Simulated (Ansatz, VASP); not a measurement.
InRu2 in VASP and in Ansatz

```xyz
3
Lattice="2.8930 0.0000 0.0000 0.0000 2.8930 0.0000 0.0000 0.0000 5.5274" Properties=species:S:1:pos:R:3 pbc="T T T"
In    0.0000    0.0000    0.0000
Ru    1.4465    1.4465    1.4924
Ru    1.4465    1.4465    4.0350
```

Change from the starting cell: species swapped into the FeSi2 type (P4/mmm, No. 123).

Alike in both runs: task relaxation of cell and atoms; functional PBE; k mesh 6 × 6 × 4; occupations gaussian, width 0.1 eV; no spin polarisation.

|  | VASP | Ansatz |
| --- | --- | --- |
| version | VASP 6.6.1 | Ansatz 0.2.0 |
| potentials or method | VASP PAW PBE potentials, release 64 (In_d, Ru_pv) | scalar-relativistic, plane waves, PAW |
| plane-wave cutoff (eV) | 600 | 420 |
| valence electrons in the cell | 41 | 45 |

VASP gave:

```
gap on the k mesh at the Fermi level, each at its own relaxed structure (eV) : none
relaxed volume (Å³/atom)                                                     : 17.42
relaxed cell length with the largest relative difference (Å)                 : 6.450
energy change over the relaxation (meV/atom)                                 : -722
```

Task: What did Ansatz give for the same quantities?

Result: gap on the k mesh at the Fermi level, each at its own relaxed structure (eV): none; relaxed volume (Å³/atom): 17.41; relaxed cell length with the largest relative difference (Å): 6.410; energy change over the relaxation (meV/atom): -720.

A gap of «none» marks a metal or a gap that the smearing closes. The two sets of potentials don't hold the same shells in valence.

Caveats: the k mesh is coarse (spacing up to 0.36 Å⁻¹), so the values aren't converged.
